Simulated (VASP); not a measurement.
Energy against volume of Ba (bcc). Calculation: vdW-DF2, VASP's PBE PAW potentials (set 64) (plane waves; VASP). Settings: 520 eV cut-off, 10×10×10 Γ-centred mesh, first-order Methfessel-Paxton smearing of 0.10 eV, potentials Ba_sv.

| V (Å³/atom) | E (eV/atom) |
|---|---|
| 60.708 | 0.40575 |
| 62.645 | 0.39963 |
| 64.583 | 0.39749 |
| 66.520 | 0.39877 |

Fit these four points and predict the energy of the run at 68.458 Å³/atom.

A cubic in V^(−2/3), the third-order Birch-Murnaghan form, passes through the four points with V0 = 64.78 Å³/atom and B0 = 9 GPa, and gives 0.4030 eV/atom there. The run gave 0.4031 eV/atom, +0.1 meV/atom from the fit; all five points give B0 = 9 GPa.

The compound is Ba in the bcc structure. It was relaxed first.
